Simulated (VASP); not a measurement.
An input for Quantum ESPRESSO's pw.x (written as the equivalent of a VASP run, and not itself run):

```
&CONTROL
  calculation = 'scf'
  pseudo_dir = './pseudo'
  outdir = './out'
  tprnfor = .true.
  tstress = .true.
/
&SYSTEM
  ibrav = 0
  nat = 6
  ntyp = 2
  ecutwfc = 84
  occupations = 'smearing'
  smearing = 'methfessel-paxton'
  degauss = 0.000735
  input_dft = 'pbe'
/
&ELECTRONS
  conv_thr = 7.3e-08
  electron_maxstep = 100
/
ATOMIC_SPECIES
  Ti 47.867 Ti.upf
  Si 28.085 Si.upf
CELL_PARAMETERS angstrom
     1.7868160   -6.8424190    0.0000000
     1.7868160    6.8424190    0.0000000
     0.0000000    0.0000000    3.6090220
ATOMIC_POSITIONS crystal
  Ti   0.8968800  0.1031200  0.7500000
  Ti   0.1031200  0.8968800  0.2500000
  Si   0.5582500  0.4417500  0.7500000
  Si   0.4417500  0.5582500  0.2500000
  Si   0.2496900  0.7503100  0.7500000
  Si   0.7503100  0.2496900  0.2500000
K_POINTS automatic
  9 9 9 0 0 0
```

### Question
Write the VASP files for the same calculation (PBE).

### Answer
One answer among several that fit: 
File KPOINTS:
```
Automatic
0
G
9 9 9
0 0 0
```

INCAR:
```
SYSTEM = TiSi2
PREC = Accurate
ENCUT = 300
EDIFF = 1E-6
NELM = 100
ALGO = Normal
LREAL = .FALSE.
LASPH = .TRUE.
ISMEAR = 1
SIGMA = 0.01
GGA = PE
LMAXMIX = 4
LWAVE = .FALSE.
LCHARG = .FALSE.
ISIF = 2
```

File POSCAR:
```
TiSi2
7.0718750
  0.2526650994  -0.9675537251   0.0000000000
  0.2526650994   0.9675537251   0.0000000000
  0.0000000000   0.0000000000   0.5103345294
Ti Si
2 4
Cartesian
  0.2526650994  -0.7680054449   0.3827508970
  0.2526650994   0.7680054449   0.1275836323
  0.2526650994  -0.1127200090   0.3827508970
  0.2526650994   0.1127200090   0.1275836323
  0.2526650994   0.4843767459   0.3827508970
  0.2526650994  -0.4843767459   0.1275836323
```

POTCAR, in this order: Ti_sv Si (PBE.64 set). Program: vasp_std.

What does not carry over: the potentials are each code's own (VASP's PAW set, PseudoDojo norm-conserving files in pw.x), so ENCUT and ecutwfc are chosen apart and not converted; conv_thr bounds pw.x's estimated SCF error, while EDIFF bounds the energy change between steps.

The structure comes from a computed database's TiSi2 entry; how it stands against other phases isn't given here. The cell was not relaxed at this level. The run is one of a series of settings (SIGMA = 0.01 against the base run), some of them coarse on purpose.
